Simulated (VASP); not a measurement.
All values below come from LDA (Ceperley-Alder, Perdew-Zunger), VASP's LDA PAW potentials (set 64) (plane waves; VASP).

The input files of a VASP run:

### POSCAR
```
Se
1.0
  1.9750970562  -3.4209684408   0.0000000000
  1.9750970562   3.4209684408   0.0000000000
  0.0000000000   0.0000000000   5.1209021999
Se
3
Cartesian
  0.5053144216   0.8752302493   3.4139365069
  2.9395652693   0.0000000000   0.0000000000
  0.5053144216  -0.8752302493   1.7069656930
```

### KPOINTS
```
K-points
0
gamma
  7 7 5
```

INCAR:
```
IBRION = 2   # conjugate gradients
EDIFFG = -0.02   # ionic stop
PREC = Accurate
LMAXMIX = 4
LWAVE = .FALSE.
ALGO = Normal   # blocked Davidson
SIGMA = 0.05   # width (eV)
ENCUT = 500
NELM = 100   # most electronic steps
NSW = 40
ISIF = 3
LREAL = .FALSE.
EDIFF = 1E-6   # SCF stop (eV)
LASPH = .TRUE.   # aspherical one-centre terms
ISMEAR = 0
SYSTEM = Se
LCHARG = .FALSE.
PSTRESS = 50   # kbar
```

POTCAR, in this order: Se (LDA.64 set). Program: vasp_std.

Output

OUTCAR:
```
 ion  position               nearest neighbor table
   1  0.000  0.256  0.667-   2 2.44   3 2.44
   2  0.744  0.744  0.000-   3 2.44   1 2.44
   3  0.256  0.000  0.333-   2 2.44   1 2.44
  LATTYP: Found a hexagonal cell.
 ALAT       =     3.9501941034
 C/A-ratio  =     1.2963672331
 Subroutine PRICEL returns:
 Original cell was already a primitive cell.
 Subroutine GETGRP returns: Found  6 space group operations
The static configuration has the point symmetry C_2 .
 The point group associated with its full space group is D_3 .
The dynamic configuration has the point symmetry C_2 .
 Subroutine INISYM returns: Found  6 space group operations
 Subroutine IBZKPT returns following result:
 Found     32 irreducible k-points:

 Following reciprocal coordinates:
            Coordinates               Weight
  0.000000  0.000000  0.000000      1.000000
  0.142857  0.000000  0.000000      6.000000
  0.285714 -0.000000  0.000000      6.000000
  0.428571  0.000000  0.000000      6.000000
  0.142857  0.142857  0.000000      6.000000
  0.285714  0.142857  0.000000     12.000000
  0.428571  0.142857  0.000000      6.000000
  0.285714  0.285714  0.000000      6.000000
  0.000000  0.000000  0.200000      2.000000
  0.142857  0.000000  0.200000      6.000000
  0.000000  0.142857  0.200000      6.000000
  0.285714 -0.000000  0.200000      6.000000
 -0.000000  0.285714  0.200000      6.000000
  0.428571  0.000000  0.200000      6.000000
  0.000000  0.428571  0.200000      6.000000
  0.142857  0.142857  0.200000     12.000000
  0.285714  0.142857  0.200000     12.000000
 -0.142857  0.428571  0.200000     12.000000
  0.428571  0.142857  0.200000     12.000000
  0.285714  0.285714  0.200000     12.000000
  0.000000  0.000000  0.400000      2.000000
...
```

OSZICAR:
```
       N       E                     dE             d eps       ncg     rms          rms(c)
DAV:   1     0.822642428020E+02    0.82264E+02   -0.73659E+03   832   0.114E+03
DAV:   2    -0.689430778109E+01   -0.89159E+02   -0.85064E+02  1134   0.179E+02
DAV:   3    -0.125131694047E+02   -0.56189E+01   -0.55810E+01   997   0.517E+01
DAV:   4    -0.125635990669E+02   -0.50430E-01   -0.50389E-01   957   0.575E+00
DAV:   5    -0.125639930345E+02   -0.39397E-03   -0.39395E-03  1017   0.485E-01    0.762E+00
DAV:   6    -0.125014475816E+02    0.62545E-01   -0.32992E-02   857   0.129E+00    0.466E+00
DAV:   7    -0.124784797367E+02    0.22968E-01   -0.62127E-02   887   0.171E+00    0.187E-01
DAV:   8    -0.124775741883E+02    0.90555E-03   -0.90386E-03   842   0.679E-01    0.112E-01
DAV:   9    -0.124776037791E+02   -0.29591E-04   -0.26262E-04  1007   0.128E-01    0.296E-02
DAV:  10    -0.124775939202E+02    0.98589E-05   -0.35296E-05   952   0.441E-02    0.696E-03
DAV:  11    -0.124775943268E+02   -0.40653E-06   -0.74073E-06   917   0.174E-02
   1 F= -.10317994E+02 E0= -.10317994E+02  d E =-.103180E+02
       N       E                     dE             d eps       ncg     rms          rms(c)
DAV:   1    -0.128021766861E+02   -0.32458E+00   -0.13375E+01   842   0.235E+01    0.420E+00
DAV:   2    -0.124184170300E+02    0.38376E+00   -0.51718E-01   832   0.471E+00    0.206E+00
DAV:   3    -0.122811894599E+02    0.13723E+00   -0.39780E-01   842   0.360E+00    0.505E-01
DAV:   4    -0.122803041361E+02    0.88532E-03   -0.61010E-03   922   0.581E-01    0.247E-01
DAV:   5    -0.122799214931E+02    0.38264E-03   -0.63018E-04  1032   0.179E-01    0.603E-02
DAV:   6    -0.122799171906E+02    0.43025E-05   -0.26049E-05   877   0.391E-02    0.187E-02
DAV:   7    -0.122799171339E+02    0.56668E-07   -0.41216E-06   937   0.134E-02
   2 F= -.10336770E+02 E0= -.10336770E+02  d E =-.187761E-01
       N       E                     dE             d eps       ncg     rms          rms(c)
DAV:   1    -0.125228303346E+02   -0.24291E+00   -0.25414E+00   842   0.974E+00    0.176E+00
DAV:   2    -0.124473475997E+02    0.75483E-01   -0.10238E-01   837   0.209E+00    0.885E-01
DAV:   3    -0.124201759046E+02    0.27172E-01   -0.81468E-02   842   0.161E+00    0.230E-01
DAV:   4    -0.124200049279E+02    0.17098E-03   -0.11342E-03   922   0.250E-01    0.119E-01
DAV:   5    -0.124199259521E+02    0.78976E-04   -0.79645E-05  1042   0.675E-02    0.328E-02
DAV:   6    -0.124199229515E+02    0.30006E-05   -0.57745E-06   882   0.177E-02    0.802E-03
DAV:   7    -0.124199229487E+02    0.27666E-08   -0.27726E-07   436   0.392E-03
   3 F= -.10382033E+02 E0= -.10382033E+02  d E =-.640388E-01
       N       E                     dE             d eps       ncg     rms          rms(c)
DAV:   1    -0.124270824661E+02   -0.71595E-02   -0.15944E+00   832   0.777E+00    0.785E-01
DAV:   2    -0.124223077430E+02    0.47747E-02   -0.72940E-02   962   0.189E+00    0.341E-01
DAV:   3    -0.124185795535E+02    0.37282E-02   -0.59331E-03   912   0.465E-01    0.156E-01
DAV:   4    -0.124180525826E+02    0.52697E-03   -0.16324E-03   922   0.243E-01    0.531E-02
DAV:   5    -0.124180432000E+02    0.93826E-05   -0.38068E-05   967   0.478E-02    0.153E-02
DAV:   6    -0.124180433797E+02   -0.17970E-06   -0.45724E-06   892   0.146E-02
   4 F= -.10407767E+02 E0= -.10407767E+02  d E =-.257341E-01
       N       E                     dE             d eps       ncg     rms          rms(c)
DAV:   1    -0.124445750130E+02   -0.26532E-01   -0.14259E+01   832   0.235E+01    0.227E+00
DAV:   2    -0.124002425630E+02    0.44332E-01   -0.65758E-01   982   0.568E+00    0.993E-01
DAV:   3    -0.123663205574E+02    0.33922E-01   -0.59147E-02   862   0.149E+00    0.392E-01
DAV:   4    -0.123630134004E+02    0.33072E-02   -0.11178E-02   957   0.653E-01    0.163E-01
DAV:   5    -0.123629243114E+02    0.89089E-04   -0.28145E-04   917   0.132E-01    0.480E-02
DAV:   6    -0.123629243255E+02   -0.14118E-07   -0.43382E-05  1007   0.461E-02    0.118E-02
DAV:   7    -0.123629235263E+02    0.79917E-06   -0.26058E-06   603   0.112E-02
   5 F= -.10435450E+02 E0= -.10435450E+02  d E =-.534170E-01
       N       E                     dE             d eps       ncg     rms          rms(c)
DAV:   1    -0.123746795795E+02   -0.11755E-01   -0.20275E-01   832   0.279E+00    0.279E-01
DAV:   2    -0.123741652449E+02    0.51433E-03   -0.94314E-03   982   0.681E-01    0.133E-01
DAV:   3    -0.123736837929E+02    0.48145E-03   -0.66247E-04   877   0.156E-01    0.629E-02
DAV:   4    -0.123735988933E+02    0.84900E-04   -0.23193E-04   932   0.902E-02    0.188E-02
DAV:   5    -0.123735979315E+02    0.96186E-06   -0.53222E-06   922   0.176E-02
   6 F= -.10436071E+02 E0= -.10436071E+02  d E =-.540386E-01
       N       E                     dE             d eps       ncg     rms          rms(c)
DAV:   1    -0.124294756018E+02   -0.55877E-01   -0.57894E-01   842   0.477E+00    0.819E-01
DAV:   2    -0.124167964115E+02    0.12679E-01   -0.21472E-02   862   0.998E-01    0.401E-01
DAV:   3    -0.124116918230E+02    0.51046E-02   -0.14071E-02   842   0.677E-01    0.986E-02
DAV:   4    -0.124116704205E+02    0.21403E-04   -0.17051E-04   992   0.967E-02    0.620E-02
DAV:   5    -0.124116508970E+02    0.19523E-04   -0.11785E-05   902   0.278E-02    0.121E-02
DAV:   6    -0.124116503070E+02    0.58997E-06   -0.10763E-06   496   0.793E-03
   7 F= -.10432481E+02 E0= -.10432481E+02  d E =0.359078E-02
       N       E                     dE             d eps       ncg     rms          rms(c)
DAV:   1    -0.123970948348E+02    0.14556E-01   -0.24980E-01   842   0.317E+00    0.542E-01
DAV:   2    -0.123916565331E+02    0.54383E-02   -0.91315E-03   862   0.651E-01    0.264E-01
DAV:   3    -0.123894801446E+02    0.21764E-02   -0.59323E-03   842   0.440E-01    0.622E-02
DAV:   4    -0.123894701809E+02    0.99637E-05   -0.73141E-05   987   0.633E-02    0.382E-02
DAV:   5    -0.123894625866E+02    0.75942E-05   -0.44093E-06   882   0.175E-02    0.696E-03
DAV:   6    -0.123894623881E+02    0.19854E-06   -0.41515E-07   416   0.480E-03
   8 F= -.10437520E+02 E0= -.10437520E+02  d E =-.144820E-02
```

OUTCAR:
```
------------------------ aborting loop because EDIFF is reached ----------------------------------------
  FORCE on cell =-STRESS in cart. coord.  units (eV):
  Direction    XX          YY          ZZ          XY          YZ          ZX
  --------------------------------------------------------------------------------------
  Total        1.9279769      1.9279769      1.9700039      0.0000000      0.0000000      0.0000000
  in kB       49.3861013     49.3861009     50.4626424      0.0000000      0.0000000      0.0000000
  external PRESSURE =      -0.2550518 kB  Pullay stress =      50.0000000 kB
  volume of cell :       62.55
      direct lattice vectors                 reciprocal lattice vectors
     1.876831701 -3.250767850  0.000000000     0.266406412 -0.153809814  0.000000000
     1.876831701  3.250767850 -0.000000000     0.266406412  0.153809814 -0.000000000
     0.000000000  0.000000000  5.125855919     0.000000000  0.000000000  0.195089370
 POSITION                                       TOTAL-FORCE (eV/Angst)
 -----------------------------------------------------------------------------------
      2.38928     -2.36318      3.41724         0.000432      0.000748     -0.000000
      2.72877      0.00000      0.00000        -0.000864     -0.000000     -0.000000
      2.38928      2.36318      1.70862         0.000432     -0.000748      0.000000
 -----------------------------------------------------------------------------------
    total drift:                               -0.000249     -0.000441      0.000014
  FREE ENERGIE OF THE ION-ELECTRON SYSTEM (eV)
  ---------------------------------------------------
  free  energy   TOTEN  =       -12.3894623881 eV

  energy  without entropy=      -12.3894623881  energy(sigma->0) =      -12.38946239
  enthalpy is  TOTEN    =       -10.4375195361 eV   P V=        1.9519428520

 reached required accuracy - stopping structural energy minimisation
```
(Selected blocks of OUTCAR.)

### CONTCAR
```
Se
   1.00000000000000
     1.8768317005127346   -3.2507678503561088    0.0000000000000000
     1.8768317005127346    3.2507678503561088   -0.0000000000000000
     0.0000000000000000    0.0000000000000000    5.1258559193365114
  Se
     3
Direct
     0.9999999999995873    0.2730388806342077    0.6666669999999968
     0.7269611193662050    0.7269611193662050    0.0000000000000000
     0.2730388806342077    0.9999999999995873    0.3333330000000032
```

Energy and stress use the plane-wave basis of the starting cell.

The compound is Se in the trig structure. This run relaxes it under an external pressure of 5 GPa. Symmetry was kept, so distortions that lower it aren't found.
